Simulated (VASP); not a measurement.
Consider the following.

```yaml
crystal:
  lattice:
    - [0.00000, 2.72493, 2.72493]
    - [2.72493, 0.00000, 2.72493]
    - [2.72493, 2.72493, 0.00000]
  atoms:
    - { symbol: Al, position: [0.00000, 0.00000, 0.00000] }
    - { symbol: P, position: [0.25000, 0.25000, 0.25000] }
```

Method: PBE GGA with D4 dispersion, VASP's PBE PAW potentials (set 64) (plane waves; VASP). Run with 520 eV cut-off, 9×9×9 Γ-centred mesh, tetrahedra with Blöchl corrections, potentials Al P.

Problem. Predict the energy per atom (σ→0).

Solution. 
```
Quantity                        Value
---------------------  --------------
energy per atom (σ→0)  -5.511 eV/atom
```

Total energies compare only between runs with the same potentials, cut-off and functional.

The compound is AlP in the zinc blende structure. It was relaxed first.
